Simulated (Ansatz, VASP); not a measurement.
# SnTe (SnTe (Fm-3m)): VASP beside Ansatz, part 2 of 2

Aim: how closely do two programs agree when they are given the same cell, functional and k mesh? The cell is taken from a series of runs on this material, whose earlier steps may have relaxed, scaled, displaced or heated it; both programs get it as it stands.

VASP 6.6.1 and Ansatz 0.2.0.

So far: The starting structure; VASP: relaxation of cell and atoms, r2SCAN.

### 3. Ansatz: relaxation of cell and atoms, r2SCAN

Level of this step: Ansatz beside VASP: Kohn-Sham DFT, plane waves, r2SCAN (Ansatz).

Ansatz runs on its PAW soft_1 files.

The same cell, functional, mesh and smearing now go to Ansatz.

Contents of input.yaml:

```yaml
crystal:
  lattice:
    - [0.0, 3.1858131, 3.1858131]
    - [3.1858131, 0.0, 3.1858131]
    - [3.1858131, 3.1858131, 0.0]
  atoms:
    - { symbol: Sn, position: [0.0, 0.0, 0.0] }
    - { symbol: Te, position: [0.5, 0.5, 0.5] }
basis:
  ecutwfc: 500
  xc_grid: 2
hamiltonian:
  xc: r2scan
  pseudopotentials: { kind: paw, azcp: { folder: soft_1 } }
kpoints:
  mp_grid: { grid: [11, 11, 11] }
scf:
  occupations: { method: fermi_dirac, width: 0.05 }
  max_iter: 150
output:
  forces: true
  stress: true
relax:
  f_tol: 0.01
  max_steps: 60
  cell: {}
checkpoint:
  write: "../r2scan.run"
  compress: false
  write_wavefunctions: false
  write_every: 100000
```

Started as:

```
> ansatz run input.yaml --threads 4 --pin off --max-ram 6594MiB --backend cpu --events-out ev --progress --plain --runs-dir out
```

Numbers of over 12 decimals in the logs are rounded to 6 here.

Output:

```text
Engine: ansatz 0.2.0, aarch64-unknown-linux-gnu
Pseudopotentials: kind: paw
Pseudopotential: Sn, paw, valence charge 14, recommended cutoff 500 eV (meta_gga), soft_1/Sn.paw.azcp
Pseudopotential: Te, paw, valence charge 16, recommended cutoff 500 eV (meta_gga), soft_1/Te.paw.azcp
Functional definition: r2SCAN
  parameter k0 = 0.174
  parameter k1 = 0.065
  parameter a1 = 4.9479
  exchange = r2scan_x(k0 = k0, k1 = k1, a1 = a1)
  correlation = r2scan_c
Crystal: 2 atoms, lattice volume = 64.668 Å³
Basis set: ecut = 500 eV, 1639 PW (Γ), exchange–correlation on 72×72×72 points (8 copies of the dense FFT grid, shifted against one another)
Bands: 19, of which v1, the nominal top of the filled ones, is band 15 counted from 1 (14 counted from 0)
Symmetry: 48 space group operations
Space group: Fm-3m (ITA 225), of the structure as read, at distance tolerance 4.0e-5 Å
k-points: 56 of 1331
Non-local potential: Sn, projectors of the file, l = 0: 2, l = 1: 2, l = 2: 2, l = 3: 1
Non-local potential: Te, projectors of the file, l = 0: 2, l = 1: 2, l = 2: 2, l = 3: 1
PAW form: soft (Blöchl's): semilocal exchange-correlation on the pseudo side does not see the compensation charge
PAW frozen core: Sn, regenerated for the run's functional (the file was generated under x = pbe(κ = 0.804, μ = 0.219515), c = pbe(β = 0.066725))
PAW frozen core: Te, regenerated for the run's functional (the file was generated under x = pbe(κ = 0.804, μ = 0.219515), c = pbe(β = 0.066725))
PAW one-centre angular grid: Sn, 590 points (default); XC on 160 Gauss nodes
PAW one-centre angular grid: Te, 590 points (default); XC on 160 Gauss nodes
Initial density: superposition of atomic densities (chi_scale 0.1, normalization cell, long waves kept (reshape's long-wave potential 0.00 eV rms))
Initial wavefunctions: pseudopotential atomic-orbital guess
Functional: x = r2scan, c = r2scan; τ floored in thin density (d = 2e-4 eV/Å³)
iter 1 solved again at ethr=4.07e-4 eV; its pass at ethr=3.10e-3 eV (dr2=1.22e-1 eV) is discarded
SCF iter   1: F=—  HF=-13034.076143 eV  |F-HF|=—  |Δ(HF+E_count)|=         —  Δρ=1.34e-2  dr2=1.21e-1  dr2_τ=1.44e-3  ethr=4.07e-4  ⟨swp⟩=1.2  Hψ=7663  notcnv=0
preconditioner: auto → none  [insulator: Δε(μ)=0.450 eV  Ē_g=9.021 eV  σ=0.050 eV  W_gap=0.98  n_scr=14 (ndim 8)  ℏωp=14.6 eV  f_vac=0.000  D(μ)=0.01/eV (n_scr^D=0)  ε∞_Penn≈3.6]
SCF iter   2: F=—  HF=-13034.119949 eV  |F-HF|=—  |Δ(HF+E_count)|=   4.38e-2  Δρ=6.76e-3  dr2=2.13e-2  dr2_τ=5.28e-4  ethr=4.02e-4  ⟨swp⟩=2.6  Hψ=1597  notcnv=0
SCF iter   3: F=—  HF=-13034.134009 eV  |F-HF|=—  |Δ(HF+E_count)|=   1.41e-2  Δρ=2.17e-3  dr2=4.71e-3  dr2_τ=2.32e-5  ethr=7.09e-5  ⟨swp⟩=2.1  Hψ=2139  notcnv=0
SCF iter   4: F=—  HF=-13034.133588 eV  |F-HF|=—  |Δ(HF+E_count)|=   4.21e-4  Δρ=4.56e-4  dr2=9.07e-5  dr2_τ=1.80e-6  ethr=1.57e-5  ⟨swp⟩=2.0  Hψ=1508  notcnv=0
SCF iter   5: F=—  HF=-13034.133635 eV  |F-HF|=—  |Δ(HF+E_count)|=   4.73e-5  Δρ=6.02e-5  dr2=2.07e-6  dr2_τ=7.01e-8  ethr=3.02e-7  ⟨swp⟩=2.7  Hψ=1819  notcnv=0
SCF iter   6: F=—  HF=-13034.133636 eV  |F-HF|=—  |Δ(HF+E_count)|=   9.70e-7  Δρ=1.78e-5  dr2=1.07e-7  dr2_τ=3.85e-9  ethr=6.91e-9  ⟨swp⟩=2.0  Hψ=1843  notcnv=0
SCF iter   7: F=-13034.133637 eV  HF=-13034.133637 eV  |F-HF|=2.78e-8  |Δ(HF+E_count)|=   2.76e-7  Δρ=5.47e-6  dr2=3.00e-8  dr2_τ=1.53e-10  ethr=3.33e-10  ⟨swp⟩=5.1  Hψ=3755  notcnv=0
SCF 1 converged in 7 iterations: F = -13034.133637 eV  dr2 = 3.00e-8
  greatest PAW one-centre occupation: 0.997 electrons in one spin orbital (limit 2), on the Te atom at site 1 (counted from 0), in its partial waves of l = 2
relax step   1: F+E_penalty+E_count = -13034.13363658 eV  Δ(F+E_penalty+E_count) = +0.000e0 eV  max|allowed force component| = 1.456e-29 eV/Å  Δτ_max = 0.0000 Å  P = -0.001 GPa  Ω = 64.668 Å³  (7 SCF iters, dr2 threshold 1.00e-7 eV, accepted)
Initial density: handed on by an earlier stage of this run
Initial wavefunctions: pseudopotential atomic-orbital guess (no wavefunctions were taken with the density)
iter 1 solved again at ethr=1.98e-7 eV; its pass at ethr=3.10e-3 eV (dr2=5.95e-5 eV) is discarded
SCF iter   1: F=—  HF=-13034.133637 eV  |F-HF|=—  |Δ(HF+E_count)|=         —  Δρ=5.76e-6  dr2=3.15e-8  dr2_τ=2.26e-10  ethr=1.98e-7  ⟨swp⟩=3.1  Hψ=9222  notcnv=0
eigensolver tolerance schedule: the retry pair's looser diagonalisation over-reported the residual by 1888.54 of it (diagonalisation noise at 0.14 of the residual, at the tolerance the schedule requests for it); recorded, not acted on — ethr = c·dr2/N_el stays at c = 1.0e-1
preconditioner: auto → none  [insulator: Δε(μ)=0.463 eV  Ē_g=8.992 eV  σ=0.050 eV  W_gap=0.98  n_scr=14 (ndim 8)  ℏωp=14.6 eV  f_vac=0.014  D(μ)=0.01/eV (n_scr^D=0)  ε∞_Penn≈3.6]
SCF iter   2: F=—  HF=-13034.133637 eV  |F-HF|=—  |Δ(HF+E_count)|=   2.59e-7  Δρ=2.14e-6  dr2=4.90e-9  dr2_τ=8.74e-11  ethr=1.05e-10  ⟨swp⟩=3.3  Hψ=2324  notcnv=0
SCF iter   3: F=—  HF=-13034.133637 eV  |F-HF|=—  |Δ(HF+E_count)|=  9.59e-10  Δρ=1.03e-6  dr2=5.59e-10  dr2_τ=1.23e-11  ethr=1.63e-11  ⟨swp⟩=2.2  Hψ=1519  notcnv=0
SCF iter   4: F=-13034.133637 eV  HF=-13034.133637 eV  |F-HF|=2.18e-11  |Δ(HF+E_count)|=  2.06e-10  Δρ=2.39e-7  dr2=1.91e-11  dr2_τ=1.39e-12  ethr=1.00e-12  ⟨swp⟩=5.1  Hψ=5637  notcnv=0
SCF 2 converged in 4 iterations: F = -13034.133637 eV  dr2 = 1.91e-11
relax step   2: F+E_penalty+E_count = -13034.13363660 eV  Δ(F+E_penalty+E_count) = -1.896e-8 eV  max|allowed force component| = 2.117e-29 eV/Å  Δτ_max = 0.0000 Å  P = -0.001 GPa  Ω = 64.668 Å³  stress off target by 9.60e-4 GPa  SCF on the basis re-selected at this cell (its energy is not comparable with the rows above)  (4 SCF iters)
basis re-selected at this cell: Δ(F+E_penalty+E_count) = -1.896e-8 eV, ΔP = -0.000 GPa vs the last step (what re-selecting the basis moved, of the pressure what is left beyond the Pulay correction that the steps carried, after the strain that the cell walked since its last selection, with what the two solves' SCF thresholds leave and, on support functions, any second-order correction that the steps lacked; it is no m [...]
SCF converged after 4 iterations
Free energy (F): -13034.133637 eV
Harris-Foulkes:  -13034.133637 eV  (|F-HF|=2.18e-11)
Internal energy: -13034.133517 eV  (E = F + TS)
E sigma→0 (E₀):  -13034.133577 eV
Entropy (-TS):   -0.000119 eV (-0.060 meV/atom)
Fermi energy:    9.322774 eV
--- Per-component energies (eV) ---
  E_band       = -386.881800
  E_kinetic    = 336.669944
  E_local      = -2730.874663  (includes V_loc(G=0)·N_el)
  E_nonlocal   = 210.759859
  E_hartree    = 1358.955039
  E_xc         = -227.812142
  E_vxc        = -192.624291  (∫ρ·V_xc dr)
  E_paw        = -9089.467493  (= ΣΔE_a)
  E_vpaw       = -740.698242  (= ΣTr[D̂ρ^β])
  E_aug_tail   = 0.000111  (compensation charges beyond the density's cutoff)
  E_vtau       = 11.975152  (kinetic-family band-sum trace: ∫τ·v_τ [+ j·A + Jᵃ·Aᵃ] dr)
  E_ewald      = -2893.384367
  E_core_change = 1.020195  (= ΣΔE_core)
  E_smearing   = -0.000119  (= −TS)
  E_closure    = 0.000000  (closes the sum)
  Σ components = -13034.133637   (vs F -13034.133637, Δ=0.00e0)
--- Forces (eV/Å), atoms counted from 1 ---
  atom   1  Sn    -0.00000000    -0.00000000    -0.00000000
  atom   2  Te     0.00000000    -0.00000000     0.00000000
  max |Σ_I F_I| component: 3.97e-29 eV/Å
--- Stress (GPa, compression-positive) ---
       -0.000960       0.000000       0.000000
       -0.000000      -0.000960      -0.000000
        0.000000       0.000000      -0.000960
  P = ⅓ Tr σ = -0.0010 GPa (-0.010 kbar)
--- Relaxed structure (1 steps of the walk, 1 accepted, 1 SCFs on fresh bases) ---
  F+E_penalty+E_count = -13034.13363660 eV   max|allowed force component| = 2.117e-29 eV/Å   (the final SCF, on the basis selected at the relaxed cell)
  cell:  # Å, volume = 64.6682 Å³
    - [0.0, 3.1858131, 3.1858131]
    - [3.1858131, 0.0, 3.1858131]
    - [3.1858131, 3.1858131, 0.0]
  atoms:
    - { symbol: Sn, position: [0.0, 0.0, 0.0] }
    - { symbol: Te, position: [0.5, 0.5, 0.5] }
```

### 4. Side by side

Known differences besides the potentials themselves: VASP keeps PBE cores, Ansatz makes them for the functional; the data sets hold 30 valence electrons in Ansatz (on its PAW soft_1 files) and 20 in VASP; the cutoff is 500 eV in Ansatz and 550 eV in VASP; Ansatz adds a Pulay correction to the stress that steers its cell, VASP none. Total energies have different zeros and are not compared.

The two programs side by side:

| quantity | Ansatz | VASP | difference |
| --- | --- | --- | --- |
| volume (Å³) | 64.67 | 64.60 | +0.10 % |
| edge a after relaxation, in the typed setting (Å) | 4.505 | 4.504 | +0.04 % |

### 5. Results

```
difference in volume (relaxation of cell and atoms, r2SCAN) : 0.10 %
```

What this shows: The difference in volume is 0.10 % (relaxation of cell and atoms, r2SCAN), within the 1.2 % picked in this series as the mark of a large difference, as far as the stopping tolerances let one tell. The data sets hold unlike numbers of valence electrons (30 in Ansatz and 20 in VASP), so part of the differences comes from the potentials. Such differences can come from data sets, numerical settings and the points named under the comparisons, not from the functional's error against experiment.

[Lines on the potential files, build, host, timing and source positions are cut from VASP's logs without a mark.]

[Logs are printed without paths, hosts, clocks, repeated set-up lines and the standing remarks that a program may print on its own settings, such as how far it seeks lower states.]

[Hosts, paths, dates, database ids (printed as entryN), source tags and the programs' standing remarks are cut or masked in the printed files.]
